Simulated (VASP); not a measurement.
LiLa2VO6:

```
CELL_PARAMETERS angstrom
0.00000 3.86465 3.86465
3.86465 0.00000 3.86465
3.86465 3.86465 0.00000
ATOMIC_POSITIONS crystal
Li 0.50000 0.50000 0.50000
La 0.25000 0.25000 0.25000
La 0.75000 0.75000 0.75000
V 0.00000 0.00000 0.00000
O 0.75690 0.24310 0.24310
O 0.24310 0.75690 0.75690
O 0.24310 0.75690 0.24310
O 0.75690 0.24310 0.75690
O 0.24310 0.24310 0.75690
O 0.75690 0.75690 0.24310
```

The cell is a database's computed one.

| Quantity | Value |
| --- | --- |
| Program | VASP 6.6.1 |
| Task | relaxation of cell and atoms |
| Functional | LDA |
| Potentials or basis | VASP PAW LDA potentials, release 64 (Li_sv, La, V_sv, O) |
| Cutoff | 600 eV |
| k mesh | 6 × 6 × 6 |
| Occupations | gaussian, width 0.03 eV |
| Spin | no spin polarisation |

At the start: pressure -13.5 GPa; volume 11.54 Å³/atom.

Question: How do energy, volume and symmetry change on relaxing?

Answer: Over 6 steps the energy falls by 38.5 meV/atom and the volume is 10.66 Å³/atom (-7.7 %); space group Fm-3m (No. 225, to 0.05 Å).

Step by step:
```csv
step,energy change (eV),largest force (eV/Å),pressure (GPa),volume (Å³)
1,0.0000,0.6100,-13.48,115.44
2,0.2705,2.5179,20.92,99.97
3,-0.3476,0.5268,-1.29,108.37
4,-0.3477,0.5537,-0.98,108.23
5,-0.3849,0.0671,0.11,106.40
6,-0.3855,0.0000,-0.02,106.60
```

Final structure:
```
Li La V O
1.0
     0.00000    3.76333    3.76333
     3.76333    0.00000    3.76333
     3.76333    3.76333    0.00000
Li La V O
1 2 1 6
Direct
  0.50000 0.50000 0.50000
  0.25000 0.25000 0.25000
  0.75000 0.75000 0.75000
  0.00000 0.00000 0.00000
  0.75593 0.24407 0.24407
  0.24407 0.75593 0.75593
  0.24407 0.75593 0.24407
  0.75593 0.24407 0.75593
  0.24407 0.24407 0.75593
  0.75593 0.75593 0.24407
```

Caveat: the cutoff is under 1.25 times the usual one of these potentials, so pressure, stress and relaxed cells hold a basis-set (Pulay) error.
